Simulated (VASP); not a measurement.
# CsLiCr2Te2S3: band structure with PBE

CsLiCr2Te2S3:

```
Cs Li Cr Te S
1.0
     3.42053   -5.17371    0.00708
     3.42053    5.17371    0.00708
    -2.90486    0.00000    7.43597
Cs Li Cr Te S
1 1 2 2 3
Direct
  0.09380 0.09380 0.00849
  0.58871 0.58871 0.55346
  0.05639 0.46760 0.55796
  0.46760 0.05639 0.55796
  0.56479 0.87380 0.29022
  0.87380 0.56479 0.29022
  0.81134 0.39699 0.73354
  0.39699 0.81134 0.73354
  0.21404 0.21404 0.48363
```

The cell was built by a generator and needn't be a form met in nature.

```
Program                : VASP 6.6.1
Task                   : band structure
Functional             : PBE
Potentials or basis    : VASP PAW PBE potentials, release 64 (Cs_sv, Li_sv, Cr_pv, Te, S)
Cutoff                 : 520 eV
k mesh                 : 5 × 5 × 4
Occupations            : fermi-dirac, width 0.05 eV
Spin                   : collinear spin, ferromagnetic start
Starting moments       : [0.0, 0.0, 3.0, 3.0, 0.0, 0.0, 0.0, 0.0, 0.0] μB
Further INCAR settings : ALGO = Fast; EDIFF = 1e-06
```

```yaml
Band_gap_along_the_path: none (metal or under the smearing width)
Net_moment: 4.01 μB per cell
```

Run time: 22 min on 4 MPI ranks on Intel(R) Xeon(R) Platinum 8488C (Sapphire Rapids), on a shared host, peak memory 1.8 GiB a rank.

Caveat: the log is that of the step along the path at fixed density, whose energy, stress, charges and moments have no meaning; spin-orbit coupling is left out, which moves the levels of the heavy elements; only a ferromagnetic start was run, and an antiferromagnetic order may lie lower in energy.
